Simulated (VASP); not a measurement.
The system is LaPd.

```xyz
2
Lattice="3.2546 0.0000 0.0000 -1.6273 2.8186 0.0000 0.0000 0.0000 5.3881" Properties=species:S:1:pos:R:3 pbc="T T T"
La    0.0000    0.0000    2.6940
Pd    0.0000    0.0000    0.0000
```

The cell was built by a generator and needn't be a form met in nature.

```yaml
Program: VASP 6.6.1
Task: relaxation of cell and atoms
Functional: LDA
Potentials_or_basis: VASP PAW LDA potentials, release 64 (La, Pd)
Cutoff: 600 eV
k_mesh: 9 × 9 × 5
Occupations: methfessel-paxton, width 0.2 eV
Spin: no spin polarisation
```

At the start: pressure -7.0 GPa; volume 24.71 Å³/atom.

**Question.** Where does the relaxation end?

**Answer.** Over 8 steps the energy falls by 67.9 meV/atom and the volume is 21.85 Å³/atom (-11.6 %); space group P6/mmm (No. 191, to 0.05 Å).

The path:
```
step  energy change (eV)  largest force (eV/Å)  pressure (GPa)  volume (Å³)
   1              0.0000                0.0000           -6.96        49.43
   2             -0.0718                0.0000            5.17        42.13
   3             -0.1161                0.0000           -0.48        44.68
   4             -0.1330                0.0000            0.42        43.25
   5             -0.1357                0.0000            0.10        43.63
   6             -0.1357                0.0000            0.09        43.65
   7             -0.1357                0.0000           -0.09        43.74
   8             -0.1357                0.0000            0.01        43.70
```

Final structure:
```xyz
2
Lattice="3.1039 0.0000 0.0000 -1.5519 2.6880 0.0000 0.0000 0.0000 5.2371" Properties=species:S:1:pos:R:3 pbc="T T T"
La    0.0000    0.0000    2.6186
Pd    0.0000    0.0000    0.0000
```
